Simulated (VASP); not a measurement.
Here is a VASP 6.6.1 calculation.

File INCAR:

```
SYSTEM = W
PREC = Accurate
ENCUT = 520
EDIFF = 1E-6
ISMEAR = 0
SIGMA = 0.1
LREAL = .False.
LASPH = .True.
NELM = 60
ALGO = Normal
ISIF = 2
LWAVE = .False.
LCHARG = .False.
METAGGA = R2SCAN
LMIXTAU = .True.
```

File KPOINTS:

```
regular mesh
0
Gamma
  18 18 18
  0 0 0
```

File POSCAR:

```
W
1.0
   -1.5782900000      1.5782900000      1.5782900000
    1.5782900000     -1.5782900000      1.5782900000
    1.5782900000      1.5782900000     -1.5782900000
W
1
Direct
    0.0000000000      0.0000000000      0.0000000000
```

Potentials or basis: VASP PAW PBE potentials, release 64 (W_sv).

Run with:

```bash
$ cat potpaw_PBE.64/W_sv/POTCAR > POTCAR
$ mpirun -np 1 vasp_std > vasp.out
```

**Question.** Predict the pressure.

**Answer.** 5.0 GPa.

**Question.** What does it give for the band gap on the k mesh?

**Answer.** None (metal or under the smearing width).

Caveat: the PAW data sets were made with another functional, which shifts forces and pressure a little. The run has no spin-orbit coupling, so splittings on W are missing.
